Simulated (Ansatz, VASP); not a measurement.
# Al (Al(100)) in two plane-wave programs, part 2 of 2

Wanted: the spread between two codes on one cell, functional and k mesh. Of the first pair: The structure shown is the start of the Ansatz relaxation below; VASP solves that cell, so the two are compared at the walk's first step.

VASP 6.6.1 and Ansatz 0.2.0.

So far: The starting structure; Ansatz: relaxation, PBEsol; VASP: single point, PBEsol, start cell, pair 1.

### Step 3. VASP: single point, PBEsol, start cell, pair 1 (continued)

Level of this step: PBEsol; plane waves and PAW (Al) (VASP).

Numbers of over 12 decimals in the logs are rounded to 6 here.

From OUTCAR (step 3):

```text
ion  position               nearest neighbor table
   1  0.500  0.500  0.374-   2 2.86   2 2.86   2 2.86   2 2.86
   2  1.000  1.000  0.458-   1 2.86   1 2.86   1 2.86   1 2.86   3 2.86   3 2.86   3 2.86   3 2.86

  LATTYP: Found a simple tetragonal cell.
 ALAT       =     2.8637824638
 C/A-ratio  =     8.4067139541

 Subroutine GETGRP returns: Found 16 space group operations
 (whereof  8 operations were pure point group operations)

The static configuration has the point symmetry C_4v.
 The point group associated with its full space group is D_4h.

 Found     21 irreducible k-points:

   k-points           NKPTS =     21   k-points in BZ     NKDIM =     21   number of bands    NBANDS=     12

   dimension x,y,z NGX =    20 NGY =   20 NGZ =  160
   dimension x,y,z NGXF=    40 NGYF=   40 NGZF=  320

   ENCUT  =  400.0 eV  29.40 Ry    5.42 a.u.   4.67  4.67 39.26*2*pi/ulx,y,z

   NELECT =      12.0000    total number of electrons

 k-points in reciprocal lattice and weights: Automatic mesh
   0.00000000  0.00000000  0.00000000       0.010
   0.10000000  0.00000000  0.00000000       0.040
   0.20000000  0.00000000  0.00000000       0.040
   0.30000000  0.00000000  0.00000000       0.040
   0.40000000  0.00000000  0.00000000       0.040
   0.50000000  0.00000000  0.00000000       0.020
   0.10000000  0.10000000  0.00000000       0.040
   0.20000000  0.10000000  0.00000000       0.080
   0.30000000  0.10000000  0.00000000       0.080
[...]
0.50000000  0.40000000  0.00000000       0.040
   0.50000000  0.50000000  0.00000000       0.010

 dipolmoment           0.000000      0.000000     -0.000000 electrons x Angstroem

 average (electrostatic) potential at core
       1 -80.4771       2 -80.5533       3 -80.5533       4 -80.4771

 E-fermi :  -0.2013

 k-point     1 :       0.0000    0.0000    0.0000
  band No.  band energies     occupation
      1     -10.8577      2.00000
      2      -9.4347      2.00000
      3      -7.2859      2.00000
      4      -4.4586      2.00000
      5      -2.1427      2.00000
      6       1.2874      0.00000
      7       3.3421      0.00000
      8       4.2298      0.00000
      9       4.4131      0.00000
     10       5.4544      0.00000
    ...

 k-point     2 :       0.1000    0.0000    0.0000
  band No.  band energies     occupation
      1     -10.6779      2.00000
      2      -9.2562      2.00000
      3      -7.1094      2.00000
      4      -4.2831      2.00000
      5      -1.9755      2.00000
      6       1.4450      0.00000
      7       2.9509      0.00000
      8       3.5123      0.00000
      9       4.2449      0.00000
     10       4.4119      0.00000
    ...

 k-point     3 :       0.2000    0.0000    0.0000
  band No.  band energies     occupation
      1     -10.1397      2.00000
      2      -8.7224      2.00000
      3      -6.5814      2.00000
      4      -3.7590      2.00000
      5      -1.4764      1.99999
      6       0.1847      0.04125
      7       1.5437      0.00000
      8       1.9984      0.00000
      9       3.6117      0.00000
     10       4.0629      0.00000
    ...

  Total       -2.8368152     -2.8368152      0.8015267      0.0000000      0.0000000      0.0000000
  in kB      -23.0194679    -23.0194679      6.5040252      0.0000000      0.0000000      0.0000000
  external PRESSURE =     -13.1783035 kB  Pullay stress =       0.0000000 kB

  energy-cutoff  :      400.00
  volume of cell :      197.45
      direct lattice vectors                 reciprocal lattice vectors
     2.863782464  0.000000000  0.000000000     0.349188534  0.000000000  0.000000000
     0.000000000  2.863782464  0.000000000     0.000000000  0.349188534  0.000000000
     0.000000000  0.000000000 24.075000000     0.000000000  0.000000000  0.041536864

 POSITION                                       TOTAL-FORCE (eV/Angst)
 -----------------------------------------------------------------------------------
      1.43189      1.43189      9.00000         0.000000     -0.000000     -0.096982
      2.86378      2.86378     11.02500         0.000000      0.000000     -0.110783
      1.43189      1.43189     13.05000         0.000000      0.000000      0.110783
      2.86378      2.86378     15.07500         0.000000      0.000000      0.096982
 -----------------------------------------------------------------------------------
    total drift:                               -0.000017     -0.000017      0.000009

  FREE ENERGIE OF THE ION-ELECTRON SYSTEM (eV)
  ---------------------------------------------------
  free  energy   TOTEN  =       -15.2175352904 eV

  energy  without entropy=      -15.1440574774  energy(sigma->0) =      -15.18079638

 vacuum level on the upper side and lower side of the slab         4.193         4.193

 total charge
# of ion       s       p       d       tot
------------------------------------------
    1        0.467   0.294   0.000   0.761
    2        0.429   0.338   0.000   0.767
    3        0.429   0.338   0.000   0.767
    4        0.467   0.294   0.000   0.761
--------------------------------------------------
tot          1.791   1.265   0.000   3.056

[... 3 further parts left out ...]
```

### Step 4. Side by side

Known differences besides the potentials themselves: the cutoff is 420 eV in Ansatz and 400 eV in VASP; Ansatz makes its cores anew for this functional, VASP keeps those of its PBE data sets. Total energies have different zeros and are not compared.

Forces (eV/Å; atoms numbered as in POSCAR):

```
atom        Ansatz x, y, z          VASP x, y, z
 Al1  0.000, 0.000, -0.093  0.000, 0.000, -0.097
 Al2  0.000, 0.000, -0.111  0.000, 0.000, -0.111
 Al3   0.000, 0.000, 0.111   0.000, 0.000, 0.111
 Al4   0.000, 0.000, 0.093   0.000, 0.000, 0.097
```

The forces differ by 1.6 meV/Å r.m.s., which is 2.7 % of the r.m.s. force of 0.060 eV/Å (both taken over all components). Where the cell holds vacuum, a pressure given here is an average over it and none of the material.

### Step 5. Ansatz: relaxation, PBEsol

This run makes the geometry at which the two programs are then compared.

The structure compared here is the end of the Ansatz relaxation.

This is the run of step 2 again, met here at its other cell.

### Step 6. VASP: single point, PBEsol, relaxed atoms in a fixed cell, pair 2

The same cell, functional, mesh and smearing now go to VASP, with its own data sets.

File INCAR:

```
SYSTEM = Al
PREC = Accurate
ENCUT = 400
EDIFF = 1E-06
NELM = 120
ISMEAR = -1
SIGMA = 0.1
LREAL = .FALSE.
ALGO = Normal
GGA = PS
NBANDS = 12
LORBIT = 11
LWAVE = .FALSE.
LCHARG = .FALSE.
ISIF = 2
LDIPOL = .TRUE.
IDIPOL = 3
DIPOL = 0.5 0.5 0.501
LVHAR = .TRUE.
LASPH = .TRUE.
GGA_COMPAT = .FALSE.
NELMDL = -8
```

File POSCAR:

```
Al
1.0
    2.8637824638      0.0000000000      0.0000000000
    0.0000000000      2.8637824638      0.0000000000
    0.0000000000      0.0000000000     24.0750000000
Al
4
Direct
    0.5000000000      0.5000000000      0.3738317757
    0.0000000000      0.0000000000      0.4579439252
    0.5000000000      0.5000000000      0.5445760377
    0.0000000000      0.0000000000      0.6297764251
```

File KPOINTS:

```
Automatic mesh
0
Gamma
10 10 1
0 0 0
```

PAW data sets: Al (PBE family, release 64).

Started as:

```bash
mpirun -np 1 vasp_std
```

What it wrote:

```text
[banner, memory and clock lines left out]
running    1 mpi-ranks, on    1 nodes
[...]
[... a notice as in an earlier step ...]

 LDA part: xc-table for (Slater+PW92), standard interpolation
 POSCAR, INCAR and KPOINTS ok, starting setup
[...]
entering main loop
       N       E                     dE             d eps       ncg     rms          rms(c)
DAV:   1     0.273917445412E+02    0.27392E+02   -0.33903E+03   504   0.571E+02
DAV:   2    -0.139946863030E+02   -0.41386E+02   -0.38788E+02   736   0.999E+01
DAV:   3    -0.157699167351E+02   -0.17752E+01   -0.17309E+01   668   0.209E+01
DAV:   4    -0.158233858661E+02   -0.53469E-01   -0.53418E-01   752   0.477E+00
[...]
DAV:  26    -0.152258493333E+02   -0.24562E-05   -0.64702E-08   420   0.994E-04    0.313E-03
DAV:  27    -0.152258508568E+02   -0.15235E-05   -0.49764E-08   416   0.770E-04    0.108E-03
DAV:  28    -0.152258511378E+02   -0.28094E-06   -0.98118E-09   412   0.441E-04
   1 F= -.15225851E+02 E0= -.15190760E+02  d E =-.701814E-01
```

From OUTCAR (step 6):

```text
  Total       -3.0143725     -3.0143725      0.2209734      0.0000000      0.0000000      0.0000000
  in kB      -24.4602650    -24.4602650      1.7930987      0.0000000      0.0000000      0.0000000
  external PRESSURE =     -15.7091438 kB  Pullay stress =       0.0000000 kB

 POSITION                                       TOTAL-FORCE (eV/Angst)
 -----------------------------------------------------------------------------------
      1.43189      1.43189      9.00000        -0.000000      0.000000     -0.088026
      0.00000      0.00000     11.02500         0.000000      0.000000      0.069103
      1.43189      1.43189     13.11067        -0.000000      0.000000      0.011119
      0.00000      0.00000     15.16187        -0.000000     -0.000000      0.007804
 -----------------------------------------------------------------------------------
    total drift:                               -0.000000      0.000000      0.000002

  FREE ENERGIE OF THE ION-ELECTRON SYSTEM (eV)
  ---------------------------------------------------
  free  energy   TOTEN  =       -15.2258511378 eV

  energy  without entropy=      -15.1556697364  energy(sigma->0) =      -15.19076044

[... 2 parts as in an earlier step ...]

[... 1 further part left out ...]
[key lines of the parts left out:]
E-fermi :  -0.1899
```

### Step 7. Side by side

Both answers:

```
                                   quantity  Ansatz  VASP  difference
 work function, lower of the two faces (eV)    4.37  4.38        0.00
work function, higher of the two faces (eV)    4.38  4.38        0.00
```

Forces (eV/Å; atoms numbered as in POSCAR):

```
atom        Ansatz x, y, z          VASP x, y, z
 Al1  0.000, 0.000, -0.084  0.000, 0.000, -0.088
 Al2   0.000, 0.000, 0.068   0.000, 0.000, 0.069
 Al3   0.000, 0.000, 0.012   0.000, 0.000, 0.011
 Al4   0.000, 0.000, 0.004   0.000, 0.000, 0.008
```

The forces differ by 1.5 meV/Å r.m.s., which is 4.6 % of the r.m.s. force of 0.033 eV/Å (both taken over all components). Where the cell holds vacuum, a pressure given here is an average over it and none of the material.

### Step 8. What came out

```yaml
r_m_s_force_difference_single_point_pbesol_start_cell_pair_1: 1.6 meV/Å
r_m_s_force_difference_single_point_pbesol_relaxed_atoms_in_a_fixed_cell_pair_2: 1.5 meV/Å
```

What this shows: The r.m.s. force difference is 1.6 meV/Å (single point, PBEsol, start cell, pair 1), within the 12 meV/Å picked in this series as the mark of a large difference. Such differences can come from data sets, numerical settings and the points named under the comparisons, not from the functional's error against experiment.

[Lines on the potential files, build, host, timing and source positions are cut from VASP's logs without a mark.]

[Logs are printed without paths, hosts, clocks, repeated set-up lines and the standing remarks that a program may print on its own settings, such as how far it seeks lower states.]

[Hosts, paths, dates, database ids (printed as entryN), source tags and the programs' standing remarks are cut or masked in the printed files.]
